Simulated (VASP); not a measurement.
A VASP calculation is set up with these files.

### POSCAR
```
BeTe
1
    3.1155561578     0.0000000000    -0.0000000000
   -0.0000000000     3.1155561578     0.0000000000
   -0.0000000000    -0.0000000000     3.1155561578
Be Te
1 1
Direct
  0.0000000000   0.0000000000   0.0000000000
  0.5000000000   0.5000000000   0.5000000000
```

### KPOINTS
```
Automatic mesh
0
Gamma
12 12 12
0 0 0
```

### INCAR
```
SYSTEM = BeTe
PREC = Accurate
ENCUT = 500
EDIFF = 1E-6
NELM = 100
ALGO = Normal
LREAL = .FALSE.
LASPH = .TRUE.
ISMEAR = 1
SIGMA = 0.1
GGA = PS
LMAXMIX = 4
LWAVE = .FALSE.
LCHARG = .FALSE.
IBRION = 2
ISIF = 3
NSW = 40
EDIFFG = -0.02
PSTRESS = 200
```

POTCAR, in this order: Be Te (PBE.64 set). Program: vasp_std.

Write an equivalent input for Quantum ESPRESSO's pw.x.

One equivalent input (not run):
```
&CONTROL
  calculation = 'vc-relax'
  pseudo_dir = './pseudo'
  outdir = './out'
  tprnfor = .true.
  tstress = .true.
  nstep = 40
  forc_conv_thr = 0.00078
/
&SYSTEM
  ibrav = 0
  nat = 2
  ntyp = 2
  ecutwfc = 88
  occupations = 'smearing'
  smearing = 'methfessel-paxton'
  degauss = 0.00735
  input_dft = 'pbesol'
/
&ELECTRONS
  conv_thr = 7.3e-08
  electron_maxstep = 100
/
&IONS
/
&CELL
  press = 200
/
ATOMIC_SPECIES
  Be 9.012 Be.upf
  Te 127.600 Te.upf
CELL_PARAMETERS angstrom
     3.1155562    0.0000000   -0.0000000
    -0.0000000    3.1155562    0.0000000
    -0.0000000   -0.0000000    3.1155562
ATOMIC_POSITIONS crystal
  Be   0.0000000  0.0000000  0.0000000
  Te   0.5000000  0.5000000  0.5000000
K_POINTS automatic
  12 12 12 0 0 0
```
Limits of the translation: the potentials are each code's own (VASP's PAW set, PseudoDojo norm-conserving files in pw.x), so ENCUT and ecutwfc are chosen apart and not converted; conv_thr bounds pw.x's estimated SCF error, while EDIFF bounds the energy change between steps; forc_conv_thr acts on force components and is met together with etot_conv_thr.

The structure was generated: BeTe was put into the CsCl type type (Pm-3m), which need not be its known phase. It was relaxed first under an external pressure of 20 GPa.
